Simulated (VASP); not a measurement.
A convergence study with VASP on Cu (fcc): one setting is varied, all else stays as given below, so the limit is that of these other settings.

```xyz
1
Lattice="0.0000 1.8050 1.8050 1.8050 0.0000 1.8050 1.8050 1.8050 0.0000" Properties=species:S:1:pos:R:3 pbc="T T T"
Cu     0.0000     0.0000     0.0000
```

All values below come from PBE GGA, VASP's PBE PAW potentials (set 64) (plane waves; VASP). The tightest run used: 550 eV cut-off, 23×23×23 Monkhorst-Pack mesh, first-order Methfessel-Paxton smearing of 0.10 eV, potentials Cu.

```csv
setting,E (eV/atom),pressure (GPa),irreducible k-points
1×1×1 mesh,-13.5896,-88.59,1
2×2×2 mesh,-3.0446,8.94,2
3×3×3 mesh,-4.0590,-1.04,4
4×4×4 mesh,-3.6624,5.04,10
5×5×5 mesh,-3.8252,2.29,10
6×6×6 mesh,-3.7136,2.80,28
7×7×7 mesh,-3.7660,2.83,20
8×8×8 mesh,-3.7273,2.83,60
9×9×9 mesh,-3.7390,3.06,35
10×10×10 mesh,-3.7275,3.19,110
11×11×11 mesh,-3.7314,2.73,56
```

Question: These are the cheaper rows. Estimate the results at 23×23×23 mesh, and how far the last row shown lies from them.

Answer: 
| quantity | tightest run | last row shown is off by |
|---|---|---|
| E (eV/atom) | -3.7240 | -0.0074 |
| pressure (GPa) | 2.94 | -0.21 |

Left out are rungs that failed or repeat a setting and relaxations that didn't move; long series are thinned to 24 rows.

The compound is Cu in the fcc structure. The cell was not relaxed at this level.
